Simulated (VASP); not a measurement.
Given:

```yaml
crystal:
  lattice:
    - [0.00000, 1.99957, 1.99957]
    - [1.99957, 0.00000, 1.99957]
    - [1.99957, 1.99957, 0.00000]
  atoms:
    - { symbol: C, position: [0.99460, 0.00532, 0.01832] }
    - { symbol: Ni, position: [0.50540, 0.49468, 0.48168], spin: 2.0 }
```

Level of theory: PBE GGA, VASP's PBE PAW potentials (set 64) (plane waves; VASP 6.6.1). Run with 400 eV cut-off, 7×7×7 Γ-centred mesh, Gaussian smearing of 0.10 eV, potentials C Ni.

At this cut-off the stress carries a Pulay error, which pulls relaxed volumes low.

Q: Predict the cell moment, energy per atom (σ→0), pressure, largest force, band gap (on the k-mesh) with the smallest direct gap where there is one.

A: 
```
Property                                                    Result
------------------------  ----------------------------------------
band gap (on the k-mesh)  none (metal, semimetal or under 0.01 eV)
cell moment                                                0.00 μB
energy per atom (σ→0)                               -6.232 eV/atom
pressure                                                 15.82 GPa
largest force                                           0.177 eV/Å
```

The absolute energy has meaning only against runs of the same code, potentials and settings.

The structure was generated: NiC was put into an ordered model structure, which need not be its known phase. The cell was not relaxed at this level. The k-mesh is coarse (spacing up to 0.39 per Å, 2π included), so the numbers may not be converged in it.
